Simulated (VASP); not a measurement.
Data:

```yaml
crystal:
  lattice:
    - [0.00000, 3.04967, 3.04967]
    - [3.04967, 0.00000, 3.04967]
    - [3.04967, 3.04967, 0.00000]
  atoms:
    - { symbol: Be, position: [0.12500, 0.12500, 0.12500] }
    - { symbol: Be, position: [0.62500, 0.12500, 0.12500] }
    - { symbol: Be, position: [0.12500, 0.62500, 0.12500] }
    - { symbol: Be, position: [0.12500, 0.12500, 0.62500] }
    - { symbol: Cr, position: [0.75000, 0.75000, 0.75000], spin: 3.0 }
    - { symbol: Cr, position: [0.50000, 0.50000, 0.50000], spin: 3.0 }
```

All values below come from PBE GGA, VASP's PBE PAW potentials (set 64) (plane waves; VASP). Run with 300 eV cut-off, 7×7×7 Γ-centred mesh, Gaussian smearing of 0.10 eV, potentials Be Cr_pv.

At this cut-off the stress carries a Pulay error, which pulls relaxed volumes low. The moments were started parallel, and other spin orders were not tried in this run.

Problem. Give the stress tensor in GPa (positive for a compressed cell).

Solution. 
```
-11.97    0.00    0.00
  0.00  -11.97    0.00
  0.00    0.00  -11.97
```
The pressure is its mean diagonal, -11.97 GPa.

The structure was generated: Be2Cr was put into an ordered model structure, which need not be its known phase. The cell was not relaxed at this level.
